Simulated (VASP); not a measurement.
Wanted: the native input for a VASP 6.6.1 run.

```yaml
Task: single point
Functional: PBE
Potentials_or_basis: VASP PAW PBE potentials, release 64 (Ca_sv, Hf_pv, I)
Cutoff: 520 eV
k_mesh: 8 × 8 × 12
Occupations: gaussian, width 0.1 eV
Spin: no spin polarisation
Dipole_correction: no
Further_INCAR_settings: ALGO = Normal; EDIFF = 1e-06; NBANDS = 25
```

The structure of CaHfI2 lies in POSCAR:

```
CaHfI2
1.0
    5.7379545008      0.0000000000      0.0000000000
    0.0000000000      5.7379545008      0.0000000000
    0.0000000000      0.0000000000      3.6589981275
Ca Hf I
1 1 2
Direct
    0.5000000000      0.5000000000      0.5000000000
    0.0000000000      0.0000000000      0.0000000000
    0.5000000000      0.0000000000      0.0000000000
    0.0000000000      0.5000000000      0.0000000000
```

The cell was built by a generator and needn't be a form met in nature.

These files were run (other wordings do the same):

INCAR

```
ALGO     = Normal         # electronic algorithm
EDIFF    = 1E-6           # SCF threshold, eV
ENCUT    = 520            # plane-wave cutoff, eV
GGA      = PE             # functional
ISIF     = 2              # what is computed and relaxed
ISMEAR   = 0              # smearing method
LASPH    = T              # aspherical terms in the spheres
LCHARG   = F              # write CHGCAR
LREAL    = F              # projectors in reciprocal space
LWAVE    = F              # write WAVECAR
NBANDS   = 25             # bands
NELM     = 80             # most SCF steps
PREC     = Accurate       # precision mode
SIGMA    = 0.1            # smearing width, eV
```

KPOINTS

```
k-points
0
Gamma
  8 8 12
```

Potentials or basis: VASP PAW PBE potentials, release 64 (Ca_sv, Hf_pv, I).

Launch:

```sh
$ cat potpaw_PBE.64/Ca_sv/POTCAR potpaw_PBE.64/Hf_pv/POTCAR potpaw_PBE.64/I/POTCAR > POTCAR
$ mpirun -np 1 vasp_std > vasp.out
```

Results of the run:

The pressure is -0.1 GPa and the band gap on the k mesh is none (metal or under the smearing width).

It took 3.5 min on 1 thread of Intel(R) Xeon(R) Platinum 8559C (Emerald Rapids), with other jobs on the host, peak memory 0.49 GiB.
